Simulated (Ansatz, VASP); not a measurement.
## Cross-check of SrTiO3 (Tausonite) between VASP and Ansatz

Aim: how closely do two programs agree when they are given the same cell, functional and k mesh? The cell is taken from a series of VASP runs on this material, whose earlier steps may have relaxed, scaled or displaced it; both programs get it as it stands. Other levels of theory on this material are compared in a session of their own.

Calculated with Ansatz 0.2.0; plane waves, with VASP 6.6.1 beside it; dielectric response at PBEsol and band structure at PBEsol, spin-orbit coupling.

## (1) Set-up

Symmetry: Pm-3m, No. 221, cubic system. The conventional cell has a = 3.896 Å, b = 3.896 Å, c = 3.896 Å, α = 90.00°, β = 90.00°, γ = 90.00°. Nearest to Sr lie 12 O at 2.75 Å. Nearest to Ti lie 6 O at 1.95 Å. Nearest to O lie 2 Ti at 1.95 Å and 4 Sr at 2.75 Å. Farther neighbours and most contacts between anions are not listed.

## (2) Ansatz: dielectric response, PBEsol

Ansatz runs on its default PAW (the set named soft_2) files.

The response to a field tests empty states and converges slowly with the mesh.

Input file input.yaml:

```yaml
crystal:
  lattice:
    - [3.895938983, 0.0, 0.0]
    - [0.0, 3.895938983, 0.0]
    - [0.0, 0.0, 3.895938983]
  atoms:
    - { symbol: Sr, position: [0.5, 0.5, 0.5] }
    - { symbol: Ti, position: [0.0, 0.0, 0.0] }
    - { symbol: O, position: [0.5, 0.0, 0.0] }
    - { symbol: O, position: [0.0, 0.5, 0.0] }
    - { symbol: O, position: [0.0, 0.0, 0.5] }
hamiltonian:
  xc: pbesol
  pseudopotentials: { kind: paw }
kpoints:
  mp_grid: { grid: [13, 13, 13] }
scf:
  occupations: { method: fixed }
dielectric:
  method: response
```

The run is started by

```console
> ansatz run input.yaml --threads 2 --pin off --max-ram 4608MiB --backend cpu --events-out ev --progress --plain --runs-dir out
```

Numbers of over 12 decimals in the logs are rounded to 6 here.

The program printed:

```text
Engine: ansatz 0.2.0, aarch64-unknown-linux-gnu
Pseudopotentials: kind: paw
Pseudopotential: Sr, paw, valence charge 10, recommended cutoff 420 eV (normal), Sr.paw.azcp
Pseudopotential: Ti, paw, valence charge 12, recommended cutoff 420 eV (normal), Ti.paw.azcp
Pseudopotential: O, paw, valence charge 6, recommended cutoff 420 eV (normal), O.paw.azcp
Functional definition: PBEsol
  exchange = pbesol_x
  correlation = pbesol_c
Crystal: 5 atoms, lattice volume = 59.134 Å³
Basis set: ecut = 420 eV, 1189 PW (Γ), exchange–correlation on 54×54×54 points (8 copies of the dense FFT grid, shifted against one another)
Bands: 25, of which v1, the nominal top of the filled ones, is band 20 counted from 1 (19 counted from 0)
Symmetry: 48 space group operations
k-points: 196 of 2197 (irreducible under 8 space group operations, time reversal used)
Non-local potential: Sr, projectors of the file, l = 0: 3, l = 1: 2, l = 2: 2
Non-local potential: Ti, projectors of the file, l = 0: 3, l = 1: 2, l = 2: 3, l = 3: 1
Non-local potential: O, projectors of the file, l = 0: 2, l = 1: 2, l = 2: 1
PAW form: soft (Blöchl's): semilocal exchange-correlation on the pseudo side does not see the compensation charge
PAW frozen core: Sr, regenerated for the run's functional, and the local potential with it (the file was generated under x = pbe(κ = 0.804, μ = 0.219515), c = pbe(β = 0.066725))
PAW frozen core: Ti, regenerated for the run's functional, and the local potential with it (the file was generated under x = pbe(κ = 0.804, μ = 0.219515), c = pbe(β = 0.066725))
PAW frozen core: O, regenerated for the run's functional, and the local potential with it (the file was generated under x = pbe(κ = 0.804, μ = 0.219515), c = pbe(β = 0.066725))
PAW one-centre angular grid: Sr, 110 points (default); XC on 64 Gauss nodes
PAW one-centre angular grid: Ti, 590 points (default); XC on 64 Gauss nodes
PAW one-centre angular grid: O, 110 points (default); XC on 64 Gauss nodes
Initial density: superposition of atomic densities (neutral atoms: chi_scale 0, normalization atom), corrected by the library's trained network
Initial wavefunctions: pseudopotential atomic-orbital guess
Functional: x = pbesol(κ = 0.804, μ = 0.123457), c = pbesol(β = 0.046)
SCF iter   1: F=—  HF=-7657.273218 eV  |F-HF|=—  |Δ(HF+E_count)|=         —  Δρ=1.70e-2  dr2=1.44e-1  ethr=1.77e-3  ⟨swp⟩=4.7  Hψ=21121  notcnv=0  defer=407
preconditioner: auto → Resta (q_TF=auto, 2.556 Å⁻¹)  ε∞=5.7  [insulator: Δε(μ)=1.666 eV  Ē_g=12.232 eV  n_scr=18 (ndim 8)  ℏωp=26.4 eV  f_vac=0.000  ε∞_Penn≈5.7]
SCF iter   2: F=—  HF=-7657.248459 eV  |F-HF|=—  |Δ(HF+E_count)|=   2.48e-2  Δρ=7.37e-3  dr2=2.99e-2  ethr=3.61e-4  ⟨swp⟩=2.0  Hψ=8751  notcnv=0  defer=468
SCF iter   3: F=—  HF=-7657.242855 eV  |F-HF|=—  |Δ(HF+E_count)|=   5.60e-3  Δρ=1.90e-3  dr2=1.95e-3  ethr=7.48e-5  ⟨swp⟩=2.0  Hψ=6985  notcnv=0  defer=455
SCF iter   4: F=—  HF=-7657.242499 eV  |F-HF|=—  |Δ(HF+E_count)|=   3.57e-4  Δρ=5.98e-4  dr2=1.26e-4  ethr=4.88e-6  ⟨swp⟩=2.0  Hψ=8081  notcnv=0  defer=549
SCF iter   5: F=—  HF=-7657.242523 eV  |F-HF|=—  |Δ(HF+E_count)|=   2.43e-5  Δρ=9.08e-5  dr2=6.26e-6  ethr=3.16e-7  ⟨swp⟩=2.0  Hψ=7660  notcnv=0  defer=272
SCF iter   6: F=—  HF=-7657.242526 eV  |F-HF|=—  |Δ(HF+E_count)|=   2.95e-6  Δρ=2.85e-5  dr2=5.60e-7  ethr=1.57e-8  ⟨swp⟩=2.2  Hψ=6783  notcnv=0  defer=209
SCF iter   7: F=—  HF=-7657.242526 eV  |F-HF|=—  |Δ(HF+E_count)|=   2.96e-7  Δρ=4.35e-6  dr2=1.03e-8  ethr=1.40e-9  ⟨swp⟩=2.4  Hψ=7941  notcnv=0  defer=204
SCF iter   8: F=—  HF=-7657.242526 eV  |F-HF|=—  |Δ(HF+E_count)|=   5.38e-9  Δρ=8.61e-7  dr2=3.16e-10  ethr=2.59e-11  ⟨swp⟩=2.7  Hψ=8474  notcnv=0  defer=204
SCF iter   9: F=-7657.242526 eV  HF=-7657.242526 eV  |F-HF|=1.09e-11  |Δ(HF+E_count)|=  8.55e-11  Δρ=1.94e-7  dr2=2.01e-11  ethr=1.00e-12  ⟨swp⟩=10.2  Hψ=19848  notcnv=0
SCF 1 converged in 9 iterations: F = -7657.242526 eV  dr2 = 2.01e-11
  greatest PAW one-centre occupation: 0.999 electrons in one spin orbital (limit 2), on the Ti atom at site 1 (counted from 0), in its partial waves of l = 0
NSCF: frozen V_eff on 5 k-points
DFPT response loops at Γ: preconditioner auto → none (the input reference at scf.mixing.eps_inf says where Resta's filter doesn't serve); β = 0.50; Broyden in place of MSR1
── the response to a field inside a basis, on 14×14×14 k-points: an SCF that follows is theirs, and a resumed run solves both again ──
Bands: 21, of which v1, the nominal top of the filled ones, is band 20 counted from 1 (19 counted from 0)
k-points: 84 of 2744
Initial density: handed on by an earlier stage of this run
Initial wavefunctions: pseudopotential atomic-orbital guess (no wavefunctions were taken with the density)
Eigensolver: Dense (84 Hₖ)
SCF iter   1: F=—  HF=-7657.235193 eV  |F-HF|=—  |Δ(HF+E_count)|=         —  Δρ=4.53e-4  dr2=2.49e-5  ethr=1.00e-1
preconditioner: auto → Resta (q_TF=auto, 2.556 Å⁻¹)  ε∞=7.0  [insulator: Δε(μ)=1.918 eV  Ē_g=10.785 eV  n_scr=18 (ndim 8)  ℏωp=26.4 eV  f_vac=0.000  ε∞_Penn≈7.0]
SCF iter   2: F=—  HF=-7657.235190 eV  |F-HF|=—  |Δ(HF+E_count)|=   3.25e-6  Δρ=2.01e-4  dr2=1.06e-5  ethr=6.22e-8
SCF iter   3: F=—  HF=-7657.235190 eV  |F-HF|=—  |Δ(HF+E_count)|=   3.25e-7  Δρ=1.07e-4  dr2=1.91e-6  ethr=2.66e-8
SCF iter   4: F=—  HF=-7657.235190 eV  |F-HF|=—  |Δ(HF+E_count)|=   1.04e-7  Δρ=1.66e-5  dr2=1.13e-7  ethr=4.78e-9
SCF iter   5: F=-7657.235190 eV  HF=-7657.235190 eV  |F-HF|=5.11e-9  |Δ(HF+E_count)|=   1.36e-8  Δρ=3.28e-6  dr2=9.62e-9  ethr=2.83e-10
SCF 1 converged in 5 iterations: F = -7657.235190 eV  dr2 = 9.62e-9
DFPT response loops at Γ: mixed as the last ones told, above
SCF converged after 9 iterations
Free energy (F): -7657.242526 eV
Harris-Foulkes:  -7657.242526 eV  (|F-HF|=1.09e-11)
Internal energy: -7657.242526 eV  (E = F + TS)
E sigma→0 (E₀):  -7657.242526 eV
Fermi energy:    9.931320 eV
--- Per-component energies (eV) ---
  E_band       = -204.201276
  E_kinetic    = 1045.766204
  E_local      = -2371.738345  (includes V_loc(G=0)·N_el)
  E_nonlocal   = 351.462547
  E_hartree    = 826.969001
  E_xc         = -490.916825
  E_vxc        = -568.877679  (∫ρ·V_xc dr)
  E_paw        = -4121.145590  (= ΣΔE_a)
  E_vpaw       = -314.759796  (= ΣTr[D̂ρ^β])
  E_aug_tail   = 0.007600  (compensation charges beyond the density's cutoff)
  E_ewald      = -2898.026714
  E_core_change = 0.379595  (= ΣΔE_core)
  E_smearing   = -0.000000  (= −TS)
  E_closure    = -0.000000  (closes the sum)
  Σ components = -7657.242526   (vs F -7657.242526, Δ=0.00e0)
--- Band table (eV; the first three rows and the last of 196) ---
  k-point 0: bands = [... 16 lower, 8.7495, 9.6075, 9.6075, 9.6075, 11.7968, 11.7968, 11.7968, 14.3801, ... 1 higher]
  k-point 1: bands = [... 16 lower, 8.6926, 9.4052, 9.5625, 9.5625, 11.8065, 11.9464, 11.9464, 14.3825, ... 1 higher]
  k-point 2: bands = [... 16 lower, 8.5422, 8.9247, 9.4703, 9.4703, 11.8334, 12.3180, 12.3180, 14.3873, ... 1 higher]
  k-point 195: bands = [... 16 lower, 6.1783, 9.9032, 9.9032, 9.9313, 14.4551, 14.4610, 14.4610, 16.9453, ... 1 higher]
--- Dielectric response (ions clamped): 3 representative field directions + reference, inside a basis on a mesh of 2744 k-points (Σ response iterations 15) ---
  ε∞ (high-frequency dielectric tensor):
        6.313913     0.000000     0.000000
        0.000000     6.313913     0.000000
        0.000000     0.000000     6.313913
  Born effective charges Z* (e; rows j = field, columns β = displacement):
    site 0:
         2.55479    0.00000    0.00000
        -0.00000    2.55479   -0.00000
         0.00000    0.00000    2.55479
    site 1:
         7.30859   -0.00000    0.00000
        -0.00000    7.30859   -0.00000
         0.00000    0.00000    7.30859
    site 2:
        -5.79146   -0.00000   -0.00000
         0.00000   -2.03596   -0.00000
         0.00000    0.00000   -2.03596
    site 3:
        -2.03596   -0.00000    0.00000
         0.00000   -5.79146    0.00000
         0.00000   -0.00000   -2.03596
    site 4:
        -2.03596    0.00000    0.00000
        -0.00000   -2.03596   -0.00000
         0.00000    0.00000   -5.79146
  Z* charge neutrality: 3.155e-3 e pre-enforcement
  solved inside a basis spanned on kpoints, on 14×14×14 k-points, its susceptibility summed on 18×18×18: ε∞ is read to err by 1.9e-2, Z* by 2.4e-2 e (field_mesh: kpoints solves on kpoints); Z* is corrected for what the basis lacks
```

Run time: 96 s. Hardware: 2 threads of Arm Neoverse V2, shared host; peak memory 1.3 GiB; 3.1 min of CPU time.

[end of part 1 of 3]

[Lines on the potential files, build, host, timing and source positions are cut from VASP's logs without a mark.]

[Logs are printed without paths, hosts, clocks, repeated set-up lines and the standing remarks that a program may print on its own settings, such as how far it seeks lower states.]

[Hosts, paths, dates, database ids (printed as entryN), source tags and the programs' standing remarks are cut or masked in the printed files.]
